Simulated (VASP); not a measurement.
Energy against volume of Sb (a7). Calculation: LDA (Ceperley-Alder, Perdew-Zunger), VASP's LDA PAW potentials (set 64) (plane waves; VASP 6.6.1). Run with 520 eV cut-off, 10×10×10 Γ-centred mesh, first-order Methfessel-Paxton smearing of 0.10 eV, potentials Sb.

Shape and ions are relaxed at each volume.

```csv
V (Å³/atom),E (eV/atom)
27.563,-4.79809
28.443,-4.81159
29.322,-4.81553
30.202,-4.81155
```

Task: Fit these four points and predict the energy of the run at 31.082 Å³/atom.

Result: A cubic in V^(−2/3), the third-order Birch-Murnaghan form, passes through the four points with V0 = 29.29 Å³/atom and B0 = 48 GPa, and gives -4.8010 eV/atom there. The run gave -4.8012 eV/atom, -0.2 meV/atom from the fit; all five points give B0 = 48 GPa.

The compound is Sb in the a7 structure. It was relaxed first.
